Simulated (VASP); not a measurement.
# NiSb (Breithauptite) with r2SCAN + rVV10: from relaxation to properties, part 8 of 11

What structure does NiSb (Breithauptite) take at this level, and what are its properties? The start is a cell from a database of measured crystal structures.

VASP 6.6.1, plane waves and PAW; the level of theory is named at each step.

Still holding for the runs below: This run allows spin, but its moments start at zero, where symmetry between the spins tends to hold them, which is where the search above led. The k-mesh is coarse for a metal.

So far. Step 8 (Relaxing cell and atoms (r2SCAN + rVV10)): It ends with forces that vanish by symmetry and a pressure of -0.03 GPa. Step 9 (Density, ELF and potential (r2SCAN + rVV10)): In this run the pressure is 0.03 GPa, small enough to go on; single stress components reach 0.12 GPa. The relaxed cell has a = 3.916, c = 5.109 Å (conventional setting).

The database entry behind the starting cell differs from later determinations by our own check (c about 0.3 % short), so it need not match the best structure at ambient conditions.

## Step 10: Bands along the symmetry lines (r2SCAN + rVV10)

Level of this step: r2SCAN with rVV10, zero-moment start; plane waves and PAW (Ni, Sb) (VASP).

The mesh alone shows little of the dispersion and can miss band extrema, so KPOINTS_OPT adds a path through the symmetry points after the self-consistent cycle.

INCAR reads:

```
SYSTEM = NiSb
PREC = Accurate
ENCUT = 400
EDIFF = 1E-06
NELM = 100
ISMEAR = 0
SIGMA = 0.05
LREAL = .FALSE.
ALGO = Normal
METAGGA = R2SCAN
LUSE_VDW = .TRUE.
IVDW_NL = 2
BPARAM = 11.95
CPARAM = 0.0093
LASPH = .TRUE.
NBANDS = 31
ISPIN = 2
MAGMOM = -0 -0 -0 -0
LMAXMIX = 4
LORBIT = 11
LWAVE = .FALSE.
LCHARG = .FALSE.
KPAR = 8
```

POSCAR reads:

```
NiSb
1.0
    3.9163346526      0.0000000000      0.0000000000
   -1.9581673263      3.3916452989      0.0000000000
    0.0000000000      0.0000000000      5.1088173777
Ni Sb
2 2
Direct
    0.0000000000      0.0000000000      0.0000000000
    0.0000000000      0.0000000000      0.5000000000
    0.3333333333      0.6666666667      0.2500000000
    0.6666666667      0.3333333333      0.7500000000
```

KPOINTS reads:

```
Automatic mesh
0
Gamma
7 7 5
0 0 0
```

KPOINTS_OPT reads:

```
Line mode
16
Line-mode
Reciprocal
  0.00000000   0.00000000   0.00000000 GAMMA
  0.50000000   0.00000000   0.00000000 M

  0.50000000   0.00000000   0.00000000 M
  0.33333333   0.33333333   0.00000000 K

  0.33333333   0.33333333   0.00000000 K
  0.00000000   0.00000000   0.00000000 GAMMA

  0.00000000   0.00000000   0.00000000 GAMMA
  0.00000000   0.00000000   0.50000000 A

  0.00000000   0.00000000   0.50000000 A
  0.50000000   0.00000000   0.50000000 L

  0.50000000   0.00000000   0.50000000 L
  0.33333333   0.33333333   0.50000000 H

  0.33333333   0.33333333   0.50000000 H
  0.00000000   0.00000000   0.50000000 A

  0.50000000   0.00000000   0.50000000 L
  0.50000000   0.00000000   0.00000000 M

  0.33333333   0.33333333   0.00000000 K
  0.33333333   0.33333333   0.50000000 H
```

PAW data sets: Ni and Sb (PBE family, release 64).

Launch:

```
$ mpirun -np 8 vasp_std
```

The log of the run:

```text
[... set-up lines as in an earlier step ...]
 entering main loop
       N       E                     dE             d eps       ncg     rms          rms(c)
Total rVV10 correction in eV:      0.7705156    41.0182314
Total rVV10 correction in eV:      0.7705156    41.0182314
Total rVV10 correction in eV:      0.7705156    41.0182314
Total rVV10 correction in eV:      0.7705156    41.0182314
Total rVV10 correction in eV:      0.7705156    41.0182314
Total rVV10 correction in eV:      0.7705156    41.0182314
Total rVV10 correction in eV:      0.7705156    41.0182314
Total rVV10 correction in eV:      0.7705156    41.0182314
DAV:   1     0.112071680380E+03    0.11207E+03   -0.10093E+04  3000   0.843E+02
DAV:   2    -0.685513534205E+02   -0.18062E+03   -0.16636E+03  3067   0.218E+02
DAV:   3    -0.802336073862E+02   -0.11682E+02   -0.11327E+02  3491   0.655E+01
DAV:   4    -0.804671793409E+02   -0.23357E+00   -0.23326E+00  3438   0.913E+00
DAV:   5    -0.804751050290E+02   -0.79257E-02   -0.79250E-02  3836   0.165E+00    0.131E+01
Total rVV10 correction in eV:      0.7342198    41.0182334
Total rVV10 correction in eV:      0.7342198    41.0182334
Total rVV10 correction in eV:      0.7342198    41.0182334
Total rVV10 correction in eV:      0.7342198    41.0182334
Total rVV10 correction in eV:      0.7342198    41.0182334
Total rVV10 correction in eV:      0.7342198    41.0182334
Total rVV10 correction in eV:      0.7342198    41.0182334
Total rVV10 correction in eV:      0.7342198    41.0182334
DAV:   6    -0.794982861266E+02    0.97682E+00   -0.19380E+01  3375   0.707E+01    0.176E+01
Total rVV10 correction in eV:      0.7491256    41.0182339
Total rVV10 correction in eV:      0.7491256    41.0182339
Total rVV10 correction in eV:      0.7491256    41.0182339
Total rVV10 correction in eV:      0.7491256    41.0182339
Total rVV10 correction in eV:      0.7491256    41.0182339
Total rVV10 correction in eV:      0.7491256    41.0182339
Total rVV10 correction in eV:      0.7491256    41.0182339
Total rVV10 correction in eV:      0.7491256    41.0182339
DAV:   7    -0.755716100018E+02    0.39267E+01   -0.59064E+00  3717   0.447E+01    0.354E+00
Total rVV10 correction in eV:      0.7471466    41.0182335
Total rVV10 correction in eV:      0.7471466    41.0182335
Total rVV10 correction in eV:      0.7471466    41.0182335
Total rVV10 correction in eV:      0.7471466    41.0182335
Total rVV10 correction in eV:      0.7471466    41.0182335
Total rVV10 correction in eV:      0.7471466    41.0182335
Total rVV10 correction in eV:      0.7471466    41.0182335
Total rVV10 correction in eV:      0.7471466    41.0182335
DAV:   8    -0.756654697505E+02   -0.93860E-01   -0.59168E-01  4227   0.888E+00    0.284E+00
Total rVV10 correction in eV:      0.7437859    41.0182335
Total rVV10 correction in eV:      0.7437859    41.0182335
Total rVV10 correction in eV:      0.7437859    41.0182335
Total rVV10 correction in eV:      0.7437859    41.0182335
Total rVV10 correction in eV:      0.7437859    41.0182335
Total rVV10 correction in eV:      0.7437859    41.0182335
Total rVV10 correction in eV:      0.7437859    41.0182335
Total rVV10 correction in eV:      0.7437859    41.0182335
DAV:   9    -0.756157967473E+02    0.49673E-01   -0.12174E-01  3837   0.500E+00    0.486E-01
Total rVV10 correction in eV:      0.7441845    41.0182335
Total rVV10 correction in eV:      0.7441845    41.0182335
Total rVV10 correction in eV:      0.7441845    41.0182335
Total rVV10 correction in eV:      0.7441845    41.0182335
Total rVV10 correction in eV:      0.7441845    41.0182335
Total rVV10 correction in eV:      0.7441845    41.0182335
Total rVV10 correction in eV:      0.7441845    41.0182335
Total rVV10 correction in eV:      0.7441845    41.0182335
DAV:  10    -0.756159739048E+02   -0.17716E-03   -0.58606E-03  4660   0.641E-01    0.232E-01
Total rVV10 correction in eV:      0.7450154    41.0182335
Total rVV10 correction in eV:      0.7450154    41.0182335
Total rVV10 correction in eV:      0.7450154    41.0182335
Total rVV10 correction in eV:      0.7450154    41.0182335
Total rVV10 correction in eV:      0.7450154    41.0182335
Total rVV10 correction in eV:      0.7450154    41.0182335
Total rVV10 correction in eV:      0.7450154    41.0182335
Total rVV10 correction in eV:      0.7450154    41.0182335
DAV:  11    -0.756161540770E+02   -0.18017E-03   -0.11321E-03  3904   0.277E-01    0.703E-02
Total rVV10 correction in eV:      0.7449931    41.0182335
Total rVV10 correction in eV:      0.7449931    41.0182335
Total rVV10 correction in eV:      0.7449931    41.0182335
Total rVV10 correction in eV:      0.7449931    41.0182335
Total rVV10 correction in eV:      0.7449931    41.0182335
Total rVV10 correction in eV:      0.7449931    41.0182335
Total rVV10 correction in eV:      0.7449931    41.0182335
Total rVV10 correction in eV:      0.7449931    41.0182335
DAV:  12    -0.756161832091E+02   -0.29132E-04   -0.10772E-04  4171   0.103E-01    0.504E-02
Total rVV10 correction in eV:      0.7449848    41.0182335
Total rVV10 correction in eV:      0.7449848    41.0182335
Total rVV10 correction in eV:      0.7449848    41.0182335
Total rVV10 correction in eV:      0.7449848    41.0182335
Total rVV10 correction in eV:      0.7449848    41.0182335
Total rVV10 correction in eV:      0.7449848    41.0182335
Total rVV10 correction in eV:      0.7449848    41.0182335
Total rVV10 correction in eV:      0.7449848    41.0182335
DAV:  13    -0.756161674099E+02    0.15799E-04   -0.70914E-06  3682   0.337E-02    0.250E-02
Total rVV10 correction in eV:      0.7450024    41.0182335
Total rVV10 correction in eV:      0.7450024    41.0182335
Total rVV10 correction in eV:      0.7450024    41.0182335
Total rVV10 correction in eV:      0.7450024    41.0182335
Total rVV10 correction in eV:      0.7450024    41.0182335
Total rVV10 correction in eV:      0.7450024    41.0182335
Total rVV10 correction in eV:      0.7450024    41.0182335
Total rVV10 correction in eV:      0.7450024    41.0182335
DAV:  14    -0.756161567993E+02    0.10611E-04   -0.67740E-06  4234   0.415E-02    0.123E-02
Total rVV10 correction in eV:      0.7450154    41.0182335
Total rVV10 correction in eV:      0.7450154    41.0182335
Total rVV10 correction in eV:      0.7450154    41.0182335
Total rVV10 correction in eV:      0.7450154    41.0182335
Total rVV10 correction in eV:      0.7450154    41.0182335
Total rVV10 correction in eV:      0.7450154    41.0182335
Total rVV10 correction in eV:      0.7450154    41.0182335
Total rVV10 correction in eV:      0.7450154    41.0182335
DAV:  15    -0.756161573876E+02   -0.58827E-06   -0.11941E-06  2062   0.678E-03
Total rVV10 correction in eV:      0.7450360    41.0182335
Total rVV10 correction in eV:      0.7450360    41.0182335
Total rVV10 correction in eV:      0.7450360    41.0182335
Total rVV10 correction in eV:      0.7450360    41.0182335
Total rVV10 correction in eV:      0.7450360    41.0182335
Total rVV10 correction in eV:      0.7450360    41.0182335
Total rVV10 correction in eV:      0.7450360    41.0182335
Total rVV10 correction in eV:      0.7450360    41.0182335
Total rVV10 correction in eV:      0.7450246    41.0182335
Total rVV10 correction in eV:      0.7450246    41.0182335
Total rVV10 correction in eV:      0.7450246    41.0182335
Total rVV10 correction in eV:      0.7450246    41.0182335
Total rVV10 correction in eV:      0.7450246    41.0182335
Total rVV10 correction in eV:      0.7450246    41.0182335
Total rVV10 correction in eV:      0.7450246    41.0182335
Total rVV10 correction in eV:      0.7450246    41.0182335
   1 F= -.75616157E+02 E0= -.75615471E+02  d E =-.137230E-02  mag=    -0.0000
 Start KPOINTS_OPT (optional k-point list driver)
k-point batch [1-24\144]
       N       E                     dE             ncg
DAV:   1     0.905754152532E+04   -0.38919E+04     2984
DAV:   2     0.477943559041E+04   -0.42781E+04     3117
DAV:   3     0.450358655392E+04   -0.27585E+03     3420
DAV:   4     0.449800717512E+04   -0.55794E+01     3678
DAV:   5     0.449780170197E+04   -0.20547E+00     3673
DAV:   6     0.449779225788E+04   -0.94441E-02     4186
DAV:   7     0.449779218708E+04   -0.70798E-04     3912
DAV:   8     0.449779218670E+04   -0.37947E-06     2707
[...]
k-point batch [121-144\144]
       N       E                     dE             ncg
DAV:   1     0.883811221122E+04   -0.12493E+05     2976
DAV:   2     0.464846668804E+04   -0.41896E+04     3074
DAV:   3     0.438848361290E+04   -0.25998E+03     3550
DAV:   4     0.438315456587E+04   -0.53290E+01     3521
DAV:   5     0.438295728027E+04   -0.19729E+00     3936
DAV:   6     0.438294779941E+04   -0.94809E-02     3945
DAV:   7     0.438294766069E+04   -0.13872E-03     4031
DAV:   8     0.438294765472E+04   -0.59712E-05     2640
DAV:   9     0.438294765461E+04   -0.10170E-06     2296
```

It took 3.4 min on 8 MPI ranks of Intel Xeon Platinum 8488C (Sapphire Rapids), shared host; peak memory 3.1 GiB.

Parts of OUTCAR (step 10):

```text
   k-points           NKPTS =     24   k-points in BZ     NKDIM =     24   number of bands    NBANDS=     31

   NELECT =      30.0000    total number of electrons

 E-fermi :  10.0676

 spin component 1
 k-point     1 :       0.0000    0.0000    0.0000
  band No.  band energies     occupation
    ...
      9       7.8238      1.00000
     10       7.8239      1.00000
     11       8.6547      1.00000
     12       8.6547      1.00000
     13      10.0015      0.96922
     14      10.6565      0.00000
     15      10.6565      0.00000
     16      12.6718      0.00000
     17      12.6719      0.00000
     18      13.6318      0.00000
    ...

 k-point     2 :       0.1429   -0.0000    0.0000
  band No.  band energies     occupation
    ...
     11       8.6349      1.00000
     12       8.6550      1.00000
     13       9.1649      1.00000
     14       9.8497      1.00000
     15       9.9129      0.99999
     16      11.8559      0.00000
     17      13.3891      0.00000
     18      13.9019      0.00000
     19      15.1496      0.00000
     20      16.0854      0.00000
    ...

  Total       -0.0268783     -0.0268783      0.0344909      0.0000000     -0.0000000      0.0000000
  in kB       -0.6346021     -0.6346021      0.8143374      0.0000000     -0.0000000      0.0000000
  external PRESSURE =      -0.1516223 kB  Pullay stress =       0.0000000 kB

 POSITION                                       TOTAL-FORCE (eV/Angst)
 -----------------------------------------------------------------------------------
      0.00000      0.00000      0.00000        -0.000000      0.000000     -0.000000
      0.00000      0.00000      2.55441        -0.000000      0.000000     -0.000000
     -0.00000      2.26110      1.27720         0.000000      0.000000      0.000000
      1.95817      1.13055      3.83161        -0.000000      0.000000      0.000000
 -----------------------------------------------------------------------------------
    total drift:                               -0.000000      0.000000      0.000000

  FREE ENERGIE OF THE ION-ELECTRON SYSTEM (eV)
  ---------------------------------------------------
  free  energy   TOTEN  =       -75.6161573876 eV

  energy  without entropy=      -75.6147850883  energy(sigma->0) =      -75.61547124

 magnetization (x)
# of ion       s       p       d       tot
------------------------------------------
    1        0.000  -0.000   0.000   0.000
    2        0.000  -0.000   0.000   0.000
    3        0.000  -0.000  -0.000  -0.000
    4        0.000  -0.000  -0.000  -0.000
--------------------------------------------------
tot          0.000  -0.000   0.000  -0.000

[... 9 parts as in an earlier step ...]

[... 8 further parts left out ...]
```

Spin-orbit coupling is off here; it can split and shift levels that hold much weight on Sb by tenths of an eV or more.

This step gave:

```yaml
bands: 31
pressure: -0.01516 GPa
```

Both spin channels agree. Electronic bands along the path, in eV, zero at the Fermi level; # counts the bands kept in this run, so #1 is VASP's band 2:

```
          point    #11    #12    #13    #14    #15   #16   #17   #18
              Γ  -1.41  -0.07   0.59   0.59   2.60  2.60  3.56  4.36
0.53 of the way  -1.46  -1.41  -1.21  -0.45   0.88  2.50  3.94  4.39
              M  -1.96  -1.69  -1.49  -1.41  -0.23  1.19  3.68  4.22
0.53 of the way  -1.70  -1.58  -1.48  -1.40   0.30  0.61  2.12  3.56
              K  -1.71  -1.46  -1.46  -0.66  -0.66  0.82  0.82  3.04
0.53 of the way  -1.46  -1.42  -1.26  -0.41   2.04  2.37  2.56  4.90
              Γ  -1.41  -0.07   0.59   0.59   2.60  2.60  3.56  4.36
0.47 of the way  -1.75  -0.26   1.18   1.18   2.57  2.57  3.00  4.08
              A  -2.26   0.42   0.42   2.19   2.19  2.19  2.19  5.60
0.47 of the way  -2.21  -0.56  -0.56   1.07   1.07  1.41  1.41  4.93
              L  -2.07  -1.96  -1.96   0.19   0.19  1.88  1.88  5.59
0.53 of the way  -2.08  -1.74  -1.74  -0.89  -0.89  3.71  3.71  6.36
              H  -2.18  -1.43  -1.43  -1.42  -1.42  4.54  4.54  7.79
0.53 of the way  -2.19  -0.59  -0.59  -0.24  -0.24  2.42  2.42  5.85
              A  -2.26   0.42   0.42   2.19   2.19  2.19  2.19  5.60
      jump to L  -2.07  -1.96  -1.96   0.19   0.19  1.88  1.88  5.59
0.53 of the way  -1.96  -1.74  -1.60  -1.08   0.42  2.19  2.31  4.17
              M  -1.96  -1.69  -1.49  -1.41  -0.23  1.19  3.68  4.22
      jump to K  -1.71  -1.46  -1.46  -0.66  -0.66  0.82  0.82  3.04
0.47 of the way  -1.72  -1.49  -1.49  -1.09  -1.09  2.31  2.31  4.68
              H  -2.18  -1.43  -1.43  -1.42  -1.42  4.54  4.54  7.79
```

Of the projections kept (Ni, Sb), the largest for each band there, as a share of the weight inside these atoms' spheres; weight between the spheres isn't counted:

```
point      #11      #12      #13      #14      #15      #16      #17      #18
    Γ  Ni 1.00  Ni 0.96  Sb 0.63  Sb 0.63  Ni 0.59  Ni 0.59  Sb 0.68  Sb 0.97
    M  Ni 1.00  Ni 0.99  Ni 0.99  Ni 1.00  Ni 0.82  Ni 0.82  Ni 0.74  Sb 0.57
    K  Ni 0.98  Ni 0.99  Ni 0.99  Ni 0.80  Ni 0.80  Ni 0.68  Ni 0.68  Ni 0.86
    Γ  Ni 1.00  Ni 0.96  Sb 0.63  Sb 0.63  Ni 0.59  Ni 0.59  Sb 0.68  Sb 0.97
    A  Ni 0.99  Sb 0.61  Sb 0.61  Ni 0.54  Ni 0.54  Ni 0.54  Ni 0.54  Ni 0.60
    L  Ni 0.97  Ni 0.98  Ni 0.98  Ni 0.72  Ni 0.72  Ni 0.60  Ni 0.60  Sb 0.58
```

There is no gap at this level.

(Part 8 of 11 ends here.)

[Lines on the potential files, build, host, timing and source positions are cut from VASP's logs without a mark.]

[Logs are printed without paths, hosts, clocks, repeated set-up lines and the standing remarks that a program may print on its own settings, such as how far it seeks lower states.]

[Hosts, paths, dates, database ids (printed as entryN), source tags and the programs' standing remarks are cut or masked in the printed files.]

[A measured line is paired with the nearest computed mode of its activity, which favours agreement.]

[In band tables of VASP the shares of atoms and orbitals are scaled to a sum of 1 inside the atoms' spheres.]
